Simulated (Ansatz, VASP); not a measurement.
# Hf5Si9O28 (amorphous 36HfO2-64SiO2 (mol %)): VASP beside Ansatz

Aim: how closely do two programs agree when they are given the same cell, functional and k mesh? The cell is taken from a series of runs on this material, whose earlier steps may have relaxed, scaled, displaced or heated it; both programs get it as it stands.

Program: Ansatz 0.2.0. Level of theory: plane waves, with VASP 6.6.1 beside it; single point at PBE. Results are calculated unless marked as measured.

### 1. The structure

The cell holds 84 atoms: 10 Hf, 18 Si and 56 O. Its edges and angles: a = 10.707 Å, b = 10.707 Å, c = 10.707 Å, α = 90.0°, β = 90.0°, γ = 90.0°. As first built, before any earlier steps moved the atoms (in the runner's words): 84 atoms (10 Zr, 18 Si, 56 O) placed at random at 3.13 g/cm^3, melted at 5000 K for 10 ps at fixed volume with the Morse and Coulomb pair potential with partial charges (Pedone, Malavasi, Menziani, Cormack and Segre, J. Phys. Chem. B 110, 11780 (2006)). Quenched from 5000 K to 300 K at 50 K/ps and fixed volume, held 5 ps, then minimised at fixed cell. Then Zr was replaced by Hf (the potential has no terms for the new elements, so the cell is a start for a DFT relaxation).

### 2. VASP: single point, PBE, pair 1

With cell and atoms fixed, the geometry can't cause a difference; cores, projectors, grids and the points listed under the comparison can.

Lines of VASP's logs that name or quote its potential files are left out, and so is its time.

Input file INCAR:

```
SYSTEM = Hf5Si9O28
PREC = Accurate
ENCUT = 520
EDIFF = 1E-06
NELM = 120
ISMEAR = -1
SIGMA = 0.025
LREAL = Auto
ALGO = Normal
GGA = PE
NBANDS = 312
LASPH = .TRUE.
LORBIT = 11
LWAVE = .FALSE.
LCHARG = .FALSE.
ISIF = 2
GGA_COMPAT = .FALSE.
EFERMI = MIDGAP
NCORE = 2
```

Input file POSCAR:

```
Hf5Si9O28
1.0
   10.7072000000      0.0000000000      0.0000000000
    0.0000000000     10.7072000000      0.0000000000
    0.0000000000      0.0000000000     10.7072000000
Hf Si O
10 18 56
Direct
    0.9438600000      0.6416400000      0.5549600000
    0.1976900000      0.1848500000      0.9582200000
    0.5779200000      0.8068400000      0.2427400000
    0.2489200000      0.2951800000      0.2435700000
    0.0523100000      0.8644300000      0.9699500000
    0.4018500000      0.9789600000      0.7897700000
    0.3029600000      0.6664000000      0.1336900000
    0.8000300000      0.9031500000      0.8348100000
    0.2814800000      0.7133000000      0.6696100000
    0.0522300000      0.1158700000      0.3938800000
    0.3163200000      0.3075500000      0.7330700000
    0.6399800000      0.9278200000      0.5505900000
    0.5251400000      0.7179900000      0.9069600000
    0.4664900000      0.0881300000      0.1005600000
    0.9071500000      0.5877700000      0.8819200000
    0.9739400000      0.2582200000      0.7401600000
    0.7712600000      0.5458900000      0.1336400000
    0.4172600000      0.5633800000      0.3963400000
    0.7079100000      0.2585800000      0.1613000000
    0.7515800000      0.1864200000      0.4439200000
    0.1899000000      0.4998500000      0.9097200000
    0.9999800000      0.6914000000      0.2513300000
    0.7400800000      0.2237900000      0.8870200000
    0.5687100000      0.4431700000      0.7963200000
    0.6716800000      0.4626400000      0.5204300000
    0.1277800000      0.3855600000      0.5282100000
    0.8761700000      0.9442100000      0.1651200000
    0.0904700000      0.9159300000      0.6620300000
    0.0867000000      0.7640200000      0.6261000000
    0.0575900000      0.1777800000      0.8204900000
    0.5513800000      0.5106800000      0.4397100000
    0.6897200000      0.3129300000      0.4984200000
    0.7280500000      0.0847400000      0.8348500000
    0.9566900000      0.7325000000      0.3860000000
    0.5749800000      0.1889000000      0.1354400000
    0.3247100000      0.1620400000      0.7791200000
    0.7428100000      0.9062600000      0.2020000000
    0.7797600000      0.2245700000      0.0321300000
    0.2228000000      0.3534100000      0.8546000000
    0.9151900000      0.7396900000      0.9057600000
    0.8044400000      0.5417200000      0.9808000000
    0.3434000000      0.1896600000      0.0960300000
    0.7509200000      0.2050600000      0.2932000000
    0.9789900000      0.8161900000      0.1557600000
    0.6055100000      0.8367600000      0.4360800000
    0.4268800000      0.6746400000      0.2863600000
    0.5210600000      0.9576400000      0.6411400000
    0.0319400000      0.3304500000      0.6350600000
    0.2706000000      0.5036600000      0.0352100000
    0.1445700000      0.6612700000      0.2422500000
    0.1161000000      0.3096600000      0.3993700000
    0.7958200000      0.5359000000      0.4909200000
    0.1880700000      0.9969400000      0.9692200000
    0.6846900000      0.0613800000      0.4907400000
    0.0939700000      0.5249100000      0.5203400000
    0.4610500000      0.7322000000      0.0416500000
    0.7534100000      0.8750800000      0.6444200000
    0.9544200000      0.0319800000      0.2521000000
    0.6781100000      0.6530300000      0.1732700000
    0.1879600000      0.7353200000      0.9938900000
    0.6304600000      0.3264500000      0.8705400000
    0.8973500000      0.5842600000      0.7343500000
    0.9073600000      0.5852500000      0.1949500000
    0.9967100000      0.9241900000      0.7788100000
    0.4381000000      0.3817600000      0.7515900000
    0.0400800000      0.5171500000      0.9149400000
    0.4771900000      0.9675200000      0.1883000000
    0.8483500000      0.2824500000      0.7959500000
    0.5428800000      0.5717800000      0.8712000000
    0.6467500000      0.7998400000      0.8910500000
    0.2387600000      0.9060500000      0.7071300000
    0.8865200000      0.9642500000      0.0113000000
    0.4215000000      0.7760300000      0.8012400000
    0.2356100000      0.5762100000      0.7902100000
    0.3553900000      0.6274100000      0.5175200000
    0.6373900000      0.4776400000      0.6681900000
    0.0779600000      0.0086200000      0.5529700000
    0.1173600000      0.2771800000      0.1053100000
    0.3399800000      0.4497700000      0.3230800000
    0.8938700000      0.1764500000      0.4857400000
    0.2279000000      0.1189200000      0.3204300000
    0.4691900000      0.0374500000      0.9585700000
    0.2559500000      0.3383600000      0.6011300000
    0.7167100000      0.4096400000      0.1690900000
```

Input file KPOINTS:

```
Automatic mesh
0
Gamma
1 1 1
0 0 0
```

The projector-augmented-wave data sets are Hf_pv, Si and O (PBE family, release 64).

Command:

```
> mpirun -np 8 vasp_gam
```

Numbers of over 12 decimals in the logs are rounded to 6 here.

The program printed:

```text
[banner, memory and clock lines left out]
running    8 mpi-ranks, on    1 nodes
[...]
LDA part: xc-table for (Slater+PW92), standard interpolation
 POSCAR, INCAR and KPOINTS ok, starting setup
[...]
entering main loop
       N       E                     dE             d eps       ncg     rms          rms(c)
DAV:   1     0.486658426079E+04    0.48666E+04   -0.30865E+05   648   0.162E+03
DAV:   2    -0.393475528159E+03   -0.52601E+04   -0.50991E+04   776   0.418E+02
DAV:   3    -0.829314191639E+03   -0.43584E+03   -0.43291E+03   720   0.120E+02
DAV:   4    -0.839733022018E+03   -0.10419E+02   -0.10373E+02   744   0.199E+01
[...]
DAV:  18    -0.714286769562E+03    0.11366E-04   -0.65244E-05   808   0.272E-02    0.934E-03
DAV:  19    -0.714286772657E+03   -0.30948E-05   -0.30722E-05   712   0.113E-02    0.941E-03
DAV:  20    -0.714286772521E+03    0.13577E-06   -0.15918E-06   416   0.280E-03
   1 F= -.71428677E+03 E0= -.71428677E+03  d E =0.000000E+00
```

From OUTCAR (step 2):

```text
  Total        7.4079694    -11.8010204    -24.7071861      3.7914683     -6.8324721     -7.3571538
  in kB        9.6690102    -15.4028965    -32.2482479      4.9486902     -8.9178611     -9.6026848
  external PRESSURE =     -12.6607114 kB  Pullay stress =       0.0000000 kB

 POSITION                                       TOTAL-FORCE (eV/Angst)
 -----------------------------------------------------------------------------------
     10.10610      6.87017      5.94207        -0.415799     -1.784987     -0.907099
      2.11671      1.97923     10.25985        -1.001791     -1.037691      1.736981
      6.18791      8.63900      2.59907         1.920912      1.026476      0.312629
      2.66524      3.16055      2.60795        -1.036482     -2.156302     -0.728070
      0.56009      9.25562     10.38545         2.150983     -1.203414      0.714593
      4.30269     10.48192      8.45623         1.675672      0.446931     -0.047007
      3.24385      7.13528      1.43145        -2.881032     -1.216412     -2.157657
      8.56608      9.67021      8.93848        -2.190304     -0.087434     -0.991891
      3.01386      7.63745      7.16965        -0.266497     -2.399962      0.903990
      0.55924      1.24064      4.21735        -0.307568     -1.390108     -0.101622
      3.38690      3.29300      7.84913        -1.333630     -0.401850      1.061153
      6.85239      9.93435      5.89528         1.102059      0.395159      0.294164
      5.62278      7.68766      9.71100        -0.526209     -0.354623     -0.818381
      4.99480      0.94363      1.07672         0.114066      0.803652     -0.060818
[...]
-----------------------------------------------------------------------------------
    total drift:                                0.007417     -0.012252     -0.007366

  FREE ENERGIE OF THE ION-ELECTRON SYSTEM (eV)
  ---------------------------------------------------
  free  energy   TOTEN  =      -714.2867725213 eV

  energy  without entropy=     -714.2867725213  energy(sigma->0) =     -714.28677252

[... 3 further parts left out ...]
[key lines of the parts left out:]
E-fermi :   2.8072
```

The run ends at a pressure of -1.27 GPa, with forces up to 3.9 eV/Å.

(Continued in part 2 of 3.)

[Lines on the potential files, build, host, timing and source positions are cut from VASP's logs without a mark.]

[Logs are printed without paths, hosts, clocks, repeated set-up lines and the standing remarks that a program may print on its own settings, such as how far it seeks lower states.]

[Hosts, paths, dates, database ids (printed as entryN), source tags and the programs' standing remarks are cut or masked in the printed files.]
